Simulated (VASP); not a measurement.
A convergence study with VASP on Bi (a7): one setting is varied, all else stays as given below, so the limit is that of these other settings.

```yaml
crystal:
  lattice:
    - [4.16582, -2.27500, 0.00000]
    - [4.16582, 2.27500, 0.00000]
    - [2.92342, 0.00000, 3.73943]
  atoms:
    - { symbol: Bi, position: [0.23400, 0.23400, 0.23400] }
    - { symbol: Bi, position: [0.76600, 0.76600, 0.76600] }
```

Computed with PBE GGA, VASP's PBE PAW potentials (set 64) (plane waves; VASP). The tightest run used: 550 eV cut-off, 15×15×15 Monkhorst-Pack mesh, first-order Methfessel-Paxton smearing of 0.10 eV, potentials Bi_d.

```json
[
 {"setting": "1×1×1 mesh", "E (eV/atom)": "-0.5668", "pressure (GPa)": "26.74", "largest force (eV/Å)": "2.689", "irreducible k-points": "1"},
 {"setting": "2×2×2 mesh", "E (eV/atom)": "-4.1503", "pressure (GPa)": "0.92", "largest force (eV/Å)": "0.376", "irreducible k-points": "2"},
 {"setting": "3×3×3 mesh", "E (eV/atom)": "-3.9563", "pressure (GPa)": "1.27", "largest force (eV/Å)": "0.039", "irreducible k-points": "6"},
 {"setting": "4×4×4 mesh", "E (eV/atom)": "-3.9038", "pressure (GPa)": "1.49", "largest force (eV/Å)": "0.101", "irreducible k-points": "10"},
 {"setting": "5×5×5 mesh", "E (eV/atom)": "-3.9020", "pressure (GPa)": "1.36", "largest force (eV/Å)": "0.034", "irreducible k-points": "19"},
 {"setting": "6×6×6 mesh", "E (eV/atom)": "-3.8939", "pressure (GPa)": "1.43", "largest force (eV/Å)": "0.105", "irreducible k-points": "28"},
 {"setting": "7×7×7 mesh", "E (eV/atom)": "-3.8913", "pressure (GPa)": "1.50", "largest force (eV/Å)": "0.156", "irreducible k-points": "44"}
]
```

Problem. These are the cheaper rows. Estimate the results at 15×15×15 mesh, and how far the last row shown lies from them.

Solution. 
| quantity | tightest run | last row shown is off by |
|---|---|---|
| E (eV/atom) | -3.8784 | -0.0129 |
| pressure (GPa) | 1.63 | -0.13 |
| largest force (eV/Å) | 0.182 | -0.026 |

Left out are rungs that failed or repeat a setting and relaxations that didn't move; long series are thinned to 24 rows.

The compound is Bi in the a7 structure. The cell was not relaxed at this level, forces remain on its atoms.
